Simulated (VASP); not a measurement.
Here is the system:

```
CdSe
1.0
    0.00000     3.09170     3.09170
    3.09170     0.00000     3.09170
    3.09170     3.09170     0.00000
Cd Se
1 1
Direct
  0.00000   0.00000   0.00000
  0.25000   0.25000   0.25000
```

All values below come from optB88-vdW, VASP's PBE PAW potentials (set 64) (plane waves; VASP). Numerical set-up: 520 eV cut-off, 8×8×8 Γ-centred mesh, tetrahedra with Blöchl corrections, potentials Cd Se.

### Question
Predict the energy per atom (σ→0), band gap (on the k-mesh) with the smallest direct gap where there is one.

### Answer

```
Item                                         Result
-----------------------------------  --------------
band gap (on the k-mesh)                    0.36 eV
smallest direct gap (on the k-mesh)         0.36 eV
energy per atom (σ→0)                -0.263 eV/atom
```

Only differences to runs with the same potentials and settings are physical.

The compound is CdSe in the zinc blende structure, whereas wurtzite is the usual form. It was relaxed first, which changed the volume by +7 %.
